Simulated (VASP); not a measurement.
Data:

```
CELL_PARAMETERS angstrom
      0.00000     3.16000     3.16000
      3.16000     0.00000     3.16000
      3.16000     3.16000     0.00000
ATOMIC_POSITIONS crystal
  Sn 0.00000 0.00000 0.00000
  Te 0.50000 0.50000 0.50000
```

All values below come from PBEsol GGA, VASP's PBE PAW potentials (set 64) (plane waves; VASP). Settings: 300 eV cut-off, 7×7×7 Γ-centred mesh, Fermi-Dirac smearing of 0.050 eV, potentials Sn_d Te.

Unless said otherwise, spin-orbit coupling is left out, though it shifts the bands of the heavy elements here.

Question: Give the energies of bands 7 to 13 at the high-symmetry points, in eV from the valence-band maximum.

Answer: 
| band | Γ | X | U | L | W |
|---|---|---|---|---|---|
| 7 | -4.70 | -6.44 | -7.37 | -8.27 | -7.32 |
| 8 | -2.06 | -5.49 | -5.10 | -1.73 | -4.75 |
| 9 | -2.06 | -3.66 | -3.17 | -1.73 | -4.75 |
| 10 | -2.06 | -3.66 | -2.66 | 0.00 | -0.77 |
| 11 | 3.36 | 2.18 | 3.05 | 0.12 | 0.87 |
| 12 | 3.36 | 4.92 | 3.08 | 0.41 | 4.61 |
| 13 | 3.36 | 4.92 | 4.19 | 0.41 | 4.61 |

The gap is direct, 0.12 eV, from the valence maximum at L to the conduction minimum at L.

The structure is a typed SnTe crystal (Fm-3m). The cell was not relaxed at this level.
